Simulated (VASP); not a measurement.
Given:

```xyz
8
Lattice="0.0000 3.9659 3.9659 3.9659 0.0000 3.9659 3.9659 3.9659 0.0000" Properties=species:S:1:pos:R:3 pbc="T T T"
Na     3.9659     3.9659     3.9659
As     0.0000     0.0000     0.0000
F      3.9659     3.9659     6.1998
F      3.9659     3.9659     1.7321
F      6.1998     3.9659     3.9659
F      1.7321     3.9659     3.9659
F      3.9659     6.1998     3.9659
F      3.9659     1.7321     3.9659
```

Calculation: PBEsol GGA, VASP's PBE PAW potentials (set 64) (plane waves; VASP). Settings: 400 eV cut-off, 4×4×4 Γ-centred mesh, Gaussian smearing of 0.010 eV, potentials Na_pv As F.

Problem. Give the energies of bands 15 to 28 at the high-symmetry points, in eV from the valence-band maximum.

Solution. 
```csv
band,Γ,X,U,L,W
15,-2.47,-2.46,-2.32,-2.29,-2.33
16,-2.47,-2.06,-2.18,-2.29,-2.32
17,-1.92,-2.06,-2.12,-2.00,-2.06
18,-1.92,-1.93,-2.00,-2.00,-2.02
19,-0.90,-1.40,-1.26,-1.41,-1.22
20,-0.90,-1.16,-1.16,-1.16,-1.22
21,-0.90,-1.16,-1.10,-1.16,-1.05
22,-0.81,-0.91,-0.97,-0.83,-0.93
23,-0.81,-0.84,-0.93,-0.83,-0.91
24,-0.81,-0.84,-0.81,-0.72,-0.91
25,0.00,-0.33,-0.29,-0.17,-0.33
26,0.00,-0.33,-0.26,-0.17,-0.15
27,0.00,-0.01,-0.08,-0.11,-0.15
28,5.64,6.67,6.70,6.56,6.72
```

The gap is direct, 5.64 eV, from the valence maximum at Γ to the conduction minimum at Γ.

The structure comes from a computed database's NaAsF6 entry (Fm-3m); how it stands against other phases isn't given here. The cell was not relaxed at this level.
